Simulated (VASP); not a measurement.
Crystal: MnHg.

```
CELL_PARAMETERS angstrom
3.31500 0.00000 0.00000
0.00000 3.31500 0.00000
0.00000 0.00000 3.31500
ATOMIC_POSITIONS crystal
Hg 0.00000 0.00000 0.00000
Mn 0.50000 0.50000 0.50000
```

```yaml
Program: VASP 6.6.1
Task: single point
Functional: PBE
Potentials_or_basis: VASP PAW PBE potentials, release 64 (Hg, Mn_pv)
Cutoff: 520 eV
k_mesh: 8 × 8 × 8
Occupations: fermi-dirac, width 0.05 eV
Spin: collinear spin, ferromagnetic start
Starting_moments: "[0.0, 4.0] μB"
```

On this cell: pressure 1.0 GPa; largest force zero by symmetry; net moment 3.91 μB per cell; site moments Hg -0.06; Mn +3.83 μB; band gap on the k mesh none (metal or under the smearing width).

The same run follows on a disturbed copy (atoms moved at random, drawn with an rms of 0.05 Å):

```xyz
2
Lattice="3.3150 0.0000 0.0000 0.0000 3.3150 0.0000 0.0000 0.0000 3.3150" Properties=species:S:1:pos:R:3 pbc="T T T"
Hg    0.0261    0.0508    0.0241
Mn    1.6660    1.6082    1.6446
```

Q: What does the disturbed cell give?

A: The energy (extrapolated to zero smearing) moves by +9.5 meV/atom; pressure 1.4 GPa; largest force 0.353 eV/Å; net moment 3.91 μB per cell; site moments Hg -0.06; Mn +3.83 μB; band gap on the k mesh none (metal or under the smearing width).

Forces on the atoms (eV/Å):
```
Hg  -0.059 -0.325 -0.125
Mn   0.059  0.325  0.125
```

Stress tensor (GPa, compression positive):
```
1.49 0.11 0.04
0.11 1.15 0.23
0.04 0.23 1.46
```
